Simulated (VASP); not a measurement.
Shape and ions are relaxed at each volume.

Input:

Space group R-3m, hexagonal axes (No. 166); a = b = 4.5696 Å, c = 11.7563 Å, α = β = 90.00°, γ = 120.00°

| atom | site | symmetry | x | y | z |
|---|---|---|---|---|---|
| Bi | 6c | 3m | 0.0000 | 0.0000 | 0.2359 |
(The calculation used a cell of 2 atoms; values per cell refer to that cell.)

The numbers are results of PBE GGA with D3 dispersion (zero damping), VASP's PBE PAW potentials (set 64) (plane waves; VASP 6.6.1), not measurements. Settings: 520 eV cut-off, 10×10×10 Γ-centred mesh, first-order Methfessel-Paxton smearing of 0.10 eV, potentials Bi_d.

Question: Give the energy at these volumes per atom, relative to the lowest: 33.22, 34.28, 35.34, 36.40, 37.46 Å³.

Answer: 18.4, 4.6, 0.0, 2.8, 11.3 meV/atom. A third-order Birch-Murnaghan fit gives B0 = 36.2 GPa and B0′ = 6.7.

Measured: bulk modulus 32.1 GPa at 0 K (computed value off by +12.9 %), as given by K. Lejaeghere et al., Critical reviews in solid state and materials sciences/CRC critical reviews in solid state and materials sciences (2013), arXiv:1204.2733 [extrapolated to 0 K and zero-point effects removed (source: thermally corrected experimental values)].

The compound is Bi in the a7 structure. It was relaxed first.
